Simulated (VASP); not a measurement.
# GW on NaCl: a test of the settings, part 2 of 2

Aim: test the GW correction to the gap of NaCl. The starting structure is a measured crystal structure from the Crystallography Open Database. Cell and atoms stay as given.

VASP 6.6.1.

Results so far: G0W0 (response cutoff 100 eV, 4×4×4 mesh) 7.77 eV; G0W0 (response cutoff 160 eV, 4×4×4 mesh) 7.93 eV.

The database entry behind the starting cell differs from later determinations by our own check (about 0.6 % short), so it need not match the best structure at ambient conditions.

## (4) G0W0 (response cutoff 240 eV, 4×4×4 mesh)

Level of this step: G0W0 on LDA; plane waves and PAW (Cl_GW, Na_sv_GW) (VASP).

It reads the orbitals and their derivatives (WAVECAR and WAVEDER) of a run with the empty bands, which follows a ground-state run; neither is shown.

INCAR

```
SYSTEM = NaCl
PREC = Accurate
ENCUT = 400
ISMEAR = 0
SIGMA = 0.01
LREAL = .FALSE.
GGA = CA
NBANDS = 372
ALGO = EVGW0
NELMGW = 1
ENCUTGW = 240
NOMEGA = 40
PRECFOCK = Fast
NBANDSGW = 16
LWAVE = .FALSE.
LCHARG = .FALSE.
```

POSCAR

```
NaCl
1.0
    0.0000000000      2.8017500000      2.8017500000
    2.8017500000      0.0000000000      2.8017500000
    2.8017500000      2.8017500000      0.0000000000
Cl Na
1 1
Direct
    0.5000000000      0.5000000000      0.5000000000
    0.0000000000      0.0000000000      0.0000000000
```

KPOINTS

```
Automatic mesh
0
Gamma
4 4 4
0 0 0
```

PAW data sets: Cl_GW and Na_sv_GW (LDA family, release 64).

Started as:

```sh
> mpirun -np 4 vasp_std
```

The log of the run:

```text
[banner, memory and clock lines left out]
running    4 mpi-ranks, on    1 nodes
[...]
|                                                                             |
|           W    W    AA    RRRRR   N    N  II  N    N   GGGG   !!!           |
|           W    W   A  A   R    R  NN   N  II  NN   N  G    G  !!!           |
|           W    W  A    A  R    R  N N  N  II  N N  N  G       !!!           |
|           W WW W  AAAAAA  RRRRR   N  N N  II  N  N N  G  GGG   !            |
|           WW  WW  A    A  R   R   N   NN  II  N   NN  G    G                |
|           W    W  A    A  R    R  N    N  II  N    N   GGGG   !!!           |
|                                                                             |
|     The default for ENCUTGWSOFT is different in this version of VASP.       |
|     please manually set ENCUTGWSOFT =240 in the INCAR file.                 |
|                                                                             |

 LDA part: xc-table for (Slater(with rela. corr.)+CA(PZ))
[...]
total number of BLAS operations       2093.72 Gflops
NQ=   4    0.2500    0.2500    0.0000,
|.........|.........|.........|.........|.........|.........|.........|.........
 performed       2858000 updates of chi_q(r,r)
 total number of BLAS operations       2895.20 Gflops
NQ=   5    0.5000    0.2500    0.0000,
|.........|.........|.........|.........|.........|.........|.........|.........
 performed       3944000 updates of chi_q(r,r)
 total number of BLAS operations       4085.65 Gflops
NQ=   6   -0.2500    0.2500    0.0000,
|.........|.........|.........|.........|.........|.........|.........|.........
 performed       4911000 updates of chi_q(r,r)
 total number of BLAS operations       5163.00 Gflops
NQ=   7    0.5000    0.5000    0.0000,
|.........|.........|.........|.........|.........|.........|.........|.........
 performed       5545000 updates of chi_q(r,r)
 total number of BLAS operations       5927.31 Gflops
NQ=   8   -0.2500    0.5000    0.2500,
|.........|.........|.........|.........|.........|.........|.........|.........
 performed       6370000 updates of chi_q(r,r)
 total number of BLAS operations       6880.45 Gflops
 resolving degeneracies of screened two electron integrals

 calculate QP shifts <psi_nk| G(iteration)W_0 |psi_nk>: iteration 1
 entering main loop
[key lines of the parts left out:]
E-fermi :   1.3675
```

Wall time 81 s (4 MPI ranks of Intel Xeon Platinum 8488C (Sapphire Rapids), shared host); peak memory 1.4 GiB.

OUTCAR, selected parts (step 4):

```text
 QP shifts <psi_nk| G(iteration)W_0 |psi_nk>: iteration 1
 for sc-GW calculations column KS-energies equals QP-energies in previous step
 and V_xc(KS)=  KS-energies - (<T + V_ion + V_H > + <T+V_H+V_ion>^1  + <V_x>^1)
 k-point   1 :       0.0000    0.0000    0.0000
  band No.  KS-energies  QP-energies   sigma(KS)   V_xc(KS)     V^pw_x(r,r')   Z            occupation Imag(sigma)
    ...
      5     -13.6461     -15.5007     -17.4392     -14.8429     -24.1273       0.7143       2.0000       1.7879
      6      -1.0211      -3.0443     -17.1370     -14.5787     -18.8157       0.7908       2.0000       0.2428
      7      -1.0211      -3.0443     -17.1370     -14.5787     -18.8157       0.7908       2.0000       0.2428
      8      -1.0211      -3.0443     -17.1370     -14.5787     -18.8157       0.7908       2.0000       0.2428
      9       3.7561       4.9885      -7.4071      -8.8669      -4.2470       0.8442       0.0000      -0.1895
     10       9.7495      11.2187      -6.9835      -8.7420      -3.4851       0.8355       0.0000      -0.2482
     11       9.7495      11.2187      -6.9835      -8.7420      -3.4851       0.8355       0.0000      -0.2482
     12       9.7495      11.2187      -6.9835      -8.7420      -3.4851       0.8355       0.0000      -0.2482
    ...

[... 1 part as in an earlier step ...]

[... 2 further parts left out ...]
[key lines of the parts left out:]
E-fermi :   1.3675
```

G0W0 (response cutoff 240 eV, 4×4×4 mesh): the quasiparticle gap on this mesh is 8.033 eV, +3.256 eV from the LDA gap on the same points, with 372 bands.

## (5) GW0 with iterated eigenvalues (response cutoff 160 eV, 4×4×4 mesh)

It reads the orbitals and their derivatives (WAVECAR and WAVEDER) of a run with the empty bands, which follows a ground-state run; neither is shown.

INCAR: that of step 4 with these lines changed.

```diff
@@ -7,6 +7,6 @@
 GGA = CA
-NBANDS = 372
+NBANDS = 204
 ALGO = EVGW0
-NELMGW = 1
-ENCUTGW = 240
+NELMGW = 4
+ENCUTGW = 160
 NOMEGA = 40
```

POSCAR is that of step 4.

KPOINTS is that of step 4.

Started as:

```sh
> mpirun -np 4 vasp_std
```

The log of the run:

```text
[banner, memory and clock lines left out]
running    4 mpi-ranks, on    1 nodes
[...]
[... a notice as in an earlier step ...]

 LDA part: xc-table for (Slater(with rela. corr.)+CA(PZ))
 , standard interpolation
 found WAVECAR, reading the header
 POSCAR, INCAR and KPOINTS ok, starting setup
[...]
reading WAVECAR
 the WAVECAR file was read successfully
 initial charge from wavefunction
 available memory per node:    134.07 GB, setting MAXMEM to    137290

 The Fermi energy was updated, please check that it is located mid-gap
 values below the HOMO (VB) or above the LUMO (CB) will cause erroneous energies
 E-fermi :   1.3675

 calculate exact exchange contribution
 the WAVEDER file was read successfully
energies w=
    0.000    0.000    1.952    0.000    3.894    0.000    5.816    0.000
    7.709    0.000    9.567    0.000   11.388    0.000   13.170    0.000
   14.914    0.000   16.623    0.000   18.302    0.000   19.954    0.000
[...]
total number of BLAS operations        351.56 Gflops
NQ=   4    0.2500    0.2500    0.0000,
|.........|.........|.........|.........|.........|.........|.........|.........
 performed       1551000 updates of chi_q(r,r)
 total number of BLAS operations        495.92 Gflops
NQ=   5    0.5000    0.2500    0.0000,
|.........|.........|.........|.........|.........|.........|.........|.........
 performed       2143000 updates of chi_q(r,r)
 total number of BLAS operations        693.14 Gflops
NQ=   6   -0.2500    0.2500    0.0000,
|.........|.........|.........|.........|.........|.........|.........|.........
 performed       2670000 updates of chi_q(r,r)
 total number of BLAS operations        855.14 Gflops
NQ=   7    0.5000    0.5000    0.0000,
|.........|.........|.........|.........|.........|.........|.........|.........
 performed       3014000 updates of chi_q(r,r)
 total number of BLAS operations        972.03 Gflops
NQ=   8   -0.2500    0.5000    0.2500,
|.........|.........|.........|.........|.........|.........|.........|.........
 performed       3462000 updates of chi_q(r,r)
 total number of BLAS operations       1127.35 Gflops
 resolving degeneracies of screened two electron integrals

 calculate QP shifts <psi_nk| G(iteration)W_0 |psi_nk>: iteration 4
 entering main loop
```

The job ended after 1.8 min (4 MPI ranks; peak memory 0.88 GiB; 6.9 min of CPU time).

From OUTCAR (step 5):

```text
 QP shifts <psi_nk| G(iteration)W_0 |psi_nk>: iteration 2
 k-point   1 :       0.0000    0.0000    0.0000
  band No. old QP-enery  QP-energies   sigma(KS)   T+V_ion+V_H  V^pw_x(r,r')   Z            occupation Imag(sigma)
    ...
      5     -15.3284     -15.7965     -17.1794       1.1968     -24.1273       0.7154       2.0000       1.7389
      6      -2.8851      -3.1823     -16.8168      13.5576     -18.8157       0.7944       2.0000       0.2441
      7      -2.8851      -3.1823     -16.8168      13.5576     -18.8157       0.7944       2.0000       0.2441
      8      -2.8851      -3.1823     -16.8168      13.5576     -18.8157       0.7944       2.0000       0.2441
      9       5.0413       5.1942      -7.4011      12.6230      -4.2470       0.8468       0.0000      -0.1966
     10      11.2658      11.4487      -7.0071      18.4915      -3.4851       0.8364       0.0000      -0.2579
     11      11.2658      11.4487      -7.0071      18.4915      -3.4851       0.8364       0.0000      -0.2579
     12      11.2658      11.4487      -7.0071      18.4915      -3.4851       0.8364       0.0000      -0.2579
    ...

 QP shifts <psi_nk| G(iteration)W_0 |psi_nk>: iteration 3
 k-point   1 :       0.0000    0.0000    0.0000
  band No. old QP-enery  QP-energies   sigma(KS)   T+V_ion+V_H  V^pw_x(r,r')   Z            occupation Imag(sigma)
    ...
      5     -15.7965     -15.9088     -17.1503       1.1968     -24.1273       0.7154       2.0000       1.7709
      6      -3.1823      -3.2341     -16.8050      13.5576     -18.8157       0.7952       2.0000       0.2446
      7      -3.1823      -3.2341     -16.8050      13.5576     -18.8157       0.7952       2.0000       0.2446
      8      -3.1823      -3.2341     -16.8050      13.5576     -18.8157       0.7952       2.0000       0.2446
      9       5.1942       5.2118      -7.4080      12.6230      -4.2470       0.8472       0.0000      -0.1971
     10      11.4487      11.4704      -7.0169      18.4915      -3.4851       0.8367       0.0000      -0.2586
     11      11.4487      11.4704      -7.0169      18.4915      -3.4851       0.8367       0.0000      -0.2586
     12      11.4487      11.4704      -7.0169      18.4915      -3.4851       0.8367       0.0000      -0.2586
    ...

 QP shifts <psi_nk| G(iteration)W_0 |psi_nk>: iteration 4
 k-point   1 :       0.0000    0.0000    0.0000
  band No. old QP-enery  QP-energies   sigma(KS)   T+V_ion+V_H  V^pw_x(r,r')   Z            occupation Imag(sigma)
    ...
      5     -15.9088     -15.9340     -17.1408       1.1968     -24.1273       0.7161       2.0000       1.7830
      6      -3.2341      -3.2436     -16.8037      13.5576     -18.8157       0.7952       2.0000       0.2446
      7      -3.2341      -3.2436     -16.8037      13.5576     -18.8157       0.7952       2.0000       0.2446
      8      -3.2341      -3.2436     -16.8037      13.5576     -18.8157       0.7952       2.0000       0.2446
      9       5.2118       5.2135      -7.4092      12.6230      -4.2470       0.8472       0.0000      -0.1972
     10      11.4704      11.4728      -7.0183      18.4915      -3.4851       0.8365       0.0000      -0.2587
     11      11.4704      11.4728      -7.0183      18.4915      -3.4851       0.8365       0.0000      -0.2587
     12      11.4704      11.4728      -7.0183      18.4915      -3.4851       0.8365       0.0000      -0.2587
    ...

[... 3 parts as in an earlier step ...]

[... 1 further part left out ...]
[key lines of the parts left out:]
E-fermi :   1.3675
```

GW0 with iterated eigenvalues (response cutoff 160 eV, 4×4×4 mesh): the quasiparticle gap on this mesh is 8.457 eV, +3.680 eV from the LDA gap on the same points, with 204 bands.

## (6) G0W0 (response cutoff 100 eV, 6×6×6 mesh)

It reads the orbitals and their derivatives (WAVECAR and WAVEDER) of a run with the empty bands, which follows a ground-state run; neither is shown.

INCAR: that of step 5 with these lines changed.

```diff
@@ -7,6 +7,6 @@
 GGA = CA
-NBANDS = 204
+NBANDS = 100
 ALGO = EVGW0
-NELMGW = 4
-ENCUTGW = 160
+NELMGW = 1
+ENCUTGW = 100
 NOMEGA = 40
```

POSCAR is that of step 5.

KPOINTS

```
Automatic mesh
0
Gamma
6 6 6
0 0 0
```

Started as:

```sh
> mpirun -np 4 vasp_std
```

The log of the run:

```text
[banner, memory and clock lines left out]
running    4 mpi-ranks, on    1 nodes
[...]
[... a notice as in an earlier step ...]

 LDA part: xc-table for (Slater(with rela. corr.)+CA(PZ))
 , standard interpolation
 found WAVECAR, reading the header
 POSCAR, INCAR and KPOINTS ok, starting setup
[...]
reading WAVECAR
 the WAVECAR file was read successfully
 initial charge from wavefunction
 available memory per node:    129.56 GB, setting MAXMEM to    132666

 The Fermi energy was updated, please check that it is located mid-gap
 values below the HOMO (VB) or above the LUMO (CB) will cause erroneous energies
 E-fermi :   1.3655

 calculate exact exchange contribution
 the WAVEDER file was read successfully
energies w=
    0.000    0.000    1.919    0.000    3.828    0.000    5.718    0.000
    7.581    0.000    9.410    0.000   11.204    0.000   12.960    0.000
   14.679    0.000   16.363    0.000   18.017    0.000   19.646    0.000
[...]
total number of BLAS operations        642.60 Gflops
NQ=  12   -0.3333    0.3333    0.0000,
|.........|.........|.........|.........|.........|.........|.........|.........
 performed       8634000 updates of chi_q(r,r)
 total number of BLAS operations        705.10 Gflops
NQ=  13    0.5000    0.5000    0.0000,
|.........|.........|.........|.........|.........|.........|.........|.........
 performed       9099000 updates of chi_q(r,r)
 total number of BLAS operations        736.60 Gflops
NQ=  14    0.5000    0.3333    0.1667,
|.........|.........|.........|.........|.........|.........|.........|.........
 performed      10037000 updates of chi_q(r,r)
 total number of BLAS operations        813.21 Gflops
NQ=  15   -0.3333    0.3333    0.1667,
|.........|.........|.........|.........|.........|.........|.........|.........
 performed      10892000 updates of chi_q(r,r)
 total number of BLAS operations        878.94 Gflops
NQ=  16   -0.3333    0.5000    0.1667,
|.........|.........|.........|.........|.........|.........|.........|.........
 performed      11657000 updates of chi_q(r,r)
 total number of BLAS operations        945.22 Gflops
 resolving degeneracies of screened two electron integrals

 calculate QP shifts <psi_nk| G(iteration)W_0 |psi_nk>: iteration 1
 entering main loop
```

Wall time 94 s (4 MPI ranks); peak memory 1.1 GiB.

From OUTCAR (step 6):

```text
 QP shifts <psi_nk| G(iteration)W_0 |psi_nk>: iteration 1
 for sc-GW calculations column KS-energies equals QP-energies in previous step
 and V_xc(KS)=  KS-energies - (<T + V_ion + V_H > + <T+V_H+V_ion>^1  + <V_x>^1)
 k-point   1 :       0.0000    0.0000    0.0000
  band No.  KS-energies  QP-energies   sigma(KS)   V_xc(KS)     V^pw_x(r,r')   Z            occupation Imag(sigma)
    ...
      5     -13.6494     -15.0803     -16.8466     -14.8431     -24.1280       0.7142       2.0000       1.7933
      6      -1.0241      -2.6476     -16.6223     -14.5788     -18.7734       0.7945       2.0000       0.2398
      7      -1.0241      -2.6476     -16.6223     -14.5788     -18.7734       0.7945       2.0000       0.2398
      8      -1.0241      -2.6476     -16.6223     -14.5788     -18.7734       0.7945       2.0000       0.2398
      9       3.7551       5.1087      -7.2708      -8.8675      -4.3118       0.8477       0.0000      -0.1842
     10       9.7485      11.3703      -6.8082      -8.7432      -3.4997       0.8382       0.0000      -0.2469
     11       9.7485      11.3703      -6.8082      -8.7432      -3.4997       0.8382       0.0000      -0.2469
     12       9.7485      11.3703      -6.8082      -8.7432      -3.4997       0.8382       0.0000      -0.2469
    ...

[... 1 part as in an earlier step ...]

[... 2 further parts left out ...]
[key lines of the parts left out:]
E-fermi :   1.3655
```

G0W0 (response cutoff 100 eV, 6×6×6 mesh): the quasiparticle gap on this mesh is 7.756 eV, +2.977 eV from the LDA gap on the same points, with 100 bands.

## (7) The runs compared

```csv
run,LDA gap on the mesh (eV),GW gap (eV),correction (eV),bands
"G0W0 (response cutoff 100 eV, 4×4×4 mesh)",4.777,7.77,2.992,100
"G0W0 (response cutoff 160 eV, 4×4×4 mesh)",4.777,7.926,3.149,204
"G0W0 (response cutoff 240 eV, 4×4×4 mesh)",4.777,8.033,3.256,372
"GW0 with iterated eigenvalues (response cutoff 160 eV, 4×4×4 mesh)",4.777,8.457,3.68,204
"G0W0 (response cutoff 100 eV, 6×6×6 mesh)",4.779,7.756,2.977,100
```

## (8) What came out

```json
{
 "gap, G0W0 (response cutoff 100 eV, 4×4×4 mesh)": "7.770 eV",
 "gap, G0W0 (response cutoff 160 eV, 4×4×4 mesh)": "7.926 eV",
 "gap, G0W0 (response cutoff 240 eV, 4×4×4 mesh)": "8.033 eV",
 "gap, GW0 with iterated eigenvalues (response cutoff 160 eV, 4×4×4 mesh)": "8.457 eV",
 "gap, G0W0 (response cutoff 100 eV, 6×6×6 mesh)": "7.756 eV"
}
```

The correction to the LDA gap of NaCl is +2.992 eV at a response cutoff of 100 eV, +3.149 eV at a response cutoff of 160 eV, +3.256 eV at a response cutoff of 240 eV. The number of bands rises with the cutoff. On a 6×6×6 mesh in place of 4×4×4 the correction is +2.977 eV against +2.992 eV. Iterating the eigenvalues in G raises the gap by +0.531 eV. From a response cutoff of 160 to 240 eV the correction still moves by +0.106 eV, so cutoff and bands aren't shown to be converged. The LDA gap along the bands, from another run on this structure, is 4.771 eV. On the 4×4×4 mesh it is 4.777 eV, so this mesh comes close to the edges. On the 6×6×6 mesh it is 4.779 eV, so this mesh comes close to the edges. Further runs on this material are not shown.

[Lines on the potential files, build, host, timing and source positions are cut from VASP's logs without a mark.]

[Logs are printed without paths, hosts, clocks, repeated set-up lines and the standing remarks that a program may print on its own settings, such as how far it seeks lower states.]

[Hosts, paths, dates, database ids (printed as entryN), source tags and the programs' standing remarks are cut or masked in the printed files.]
